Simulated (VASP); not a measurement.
Method: PBEsol GGA, VASP's PBE PAW potentials (set 64) (plane waves; VASP 6.6.1).

The input files of a VASP run:

KPOINTS:
```
Automatic
0
gamma
16 16 16
```

**POSCAR**
```
Pd
1
    0.0096793571     1.9358714139     1.9358714139
    1.9455507710     0.0000000000     1.9455507710
    1.9358714139     1.9358714139     0.0096793571
Pd
1
Direct
  0.0000000000   0.0000000000   0.0000000000
```

**INCAR**
```
SYSTEM = Pd
PREC = Accurate
ENCUT = 480
EDIFF = 1E-7
NELM = 100
ALGO = Normal
LREAL = .FALSE.
LASPH = .TRUE.
ISMEAR = 1
SIGMA = 0.1
GGA = PS
LMAXMIX = 4
LWAVE = .FALSE.
LCHARG = .FALSE.
ISIF = 2
```

POTCAR, in this order: Pd (PBE.64 set). Program: vasp_std.

What VASP printed:

**OSZICAR**
```
       N       E                     dE             d eps       ncg     rms          rms(c)
DAV:   1     0.358889660155E+02    0.35889E+02   -0.50718E+03 11290   0.974E+02
DAV:   2    -0.598251546051E+01   -0.41871E+02   -0.40767E+02 11852   0.188E+02
DAV:   3    -0.634254572575E+01   -0.36003E+00   -0.35848E+00 12994   0.203E+01
DAV:   4    -0.634427763403E+01   -0.17319E-02   -0.17318E-02 12964   0.131E+00
DAV:   5    -0.634429680899E+01   -0.19175E-04   -0.19174E-04 12982   0.117E-01    0.873E+00
DAV:   6    -0.597726895330E+01    0.36703E+00   -0.17096E+00 11449   0.123E+01    0.391E+00
DAV:   7    -0.596411693165E+01    0.13152E-01   -0.98471E-03 12424   0.927E-01    0.208E+00
DAV:   8    -0.595908842044E+01    0.50285E-02   -0.13587E-03 12065   0.291E-01    0.635E-02
DAV:   9    -0.595909301822E+01   -0.45978E-05   -0.11194E-05 15920   0.365E-02    0.124E-02
DAV:  10    -0.595909661935E+01   -0.36011E-05   -0.13207E-06 12544   0.102E-02    0.128E-03
DAV:  11    -0.595909662440E+01   -0.50569E-08   -0.15240E-08  7357   0.123E-03
   1 F= -.59590966E+01 E0= -.59591165E+01  d E =0.595914E-04
```

### OUTCAR
```
------------------------ aborting loop because EDIFF is reached ----------------------------------------
  FORCE on cell =-STRESS in cart. coord.  units (eV):
  Direction    XX          YY          ZZ          XY          YZ          ZX
  --------------------------------------------------------------------------------------
  Total        0.0383017      0.0345566      0.0383017      0.0000000      0.0000000     -0.0661232
  in kB        4.2294079      3.8158620      4.2294079      0.0000000      0.0000000     -7.3015577
  external PRESSURE =       4.0915592 kB  Pullay stress =       0.0000000 kB
  volume of cell :       14.51
      direct lattice vectors                 reciprocal lattice vectors
     0.009679357  1.935871414  1.935871414    -0.259579515  0.258281617  0.259579515
     1.945550771  0.000000000  1.945550771     0.256996634 -0.258281617  0.256996634
     1.935871414  1.935871414  0.009679357     0.259579515  0.258281617 -0.259579515
 POSITION                                       TOTAL-FORCE (eV/Angst)
 -----------------------------------------------------------------------------------
      0.00000      0.00000      0.00000        -0.000000      0.000000     -0.000000
 -----------------------------------------------------------------------------------
    total drift:                                0.000000      0.000000      0.000000
  FREE ENERGIE OF THE ION-ELECTRON SYSTEM (eV)
  ---------------------------------------------------
  free  energy   TOTEN  =        -5.9590966244 eV

  energy  without entropy=       -5.9591562158  energy(sigma->0) =       -5.95911649
```
(Selected blocks of OUTCAR.)

The compound is Pd in the fcc structure. This cell was strained or had an atom moved on purpose.
